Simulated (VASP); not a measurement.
Consider the following.

```
CELL_PARAMETERS angstrom
      1.73000    -2.99645     0.00000
      1.73000     2.99645     0.00000
      0.00000     0.00000     5.52000
ATOMIC_POSITIONS crystal
  Tl 0.33333 0.66667 0.25000
  Tl 0.66667 0.33333 0.75000
```

Calculation: PBE GGA, VASP's PBE PAW potentials (set 64) (plane waves; VASP). Settings: 400 eV cut-off, 11×11×6 Γ-centred mesh, first-order Methfessel-Paxton smearing of 0.10 eV, potentials Tl_d.

Energy and stress use the plane-wave basis of the starting cell.

**Question.** The ions, cell shape and volume are relaxed. Which structure does the run end with?

**Answer.** 
```
CELL_PARAMETERS angstrom
      1.78574    -3.09299     0.00000
      1.78574     3.09299     0.00000
      0.00000     0.00000     5.63535
ATOMIC_POSITIONS crystal
  Tl 0.33333 0.66667 0.25000
  Tl 0.66667 0.33333 0.75000
```
Space group P6_3/mmc (194), at a tolerance of 0.03 Å.

**Question.** How do energy and volume change from the first to the last step?

**Answer.** The energy (σ→0) changes by -22.2 meV/atom and the volume by +8.8 %, in 6 ionic steps.

The compound is Tl in the hcp structure. This run relaxes it. Symmetry was kept, so distortions that lower it aren't found.
